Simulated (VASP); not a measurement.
Data:

```xyz
6
Lattice="3.2925 0.0000 0.0000 -1.6463 2.8514 0.0000 0.0000 0.0000 12.3723" Properties=species:S:1:pos:R:3 pbc="T T T"
Ta     0.0000     1.9009     3.0931
Ta     1.6463     0.9505     9.2792
S      0.0000     1.9009     7.7173
S      1.6463     0.9505     1.5312
S      1.6463     0.9505     4.6550
S      0.0000     1.9009    10.8411
```

Calculation: PBEsol GGA, VASP's PBE PAW potentials (set 64) (plane waves; VASP). Numerical set-up: 400 eV cut-off, Gaussian smearing of 0.050 eV, potentials Ta_pv S.

Without a dispersion term in the relaxation, distances and binding between the weakly bound layers, chains or molecules are unreliable, and so is what depends on them. Unless said otherwise, spin-orbit coupling is left out, though it shifts the bands of the heavy elements here.

What does the run give for the band gap (along the path) with the smallest direct gap where there is one?

- band gap (along the path) = none (metal, semimetal or under 0.01 eV)

Only differences to runs with the same potentials and settings are physical.

The structure was generated: TaS2 was put into the 2H-MoS2 type (P6_3/mmc), which need not be its known phase. It was relaxed first, which changed the volume by +6 %.
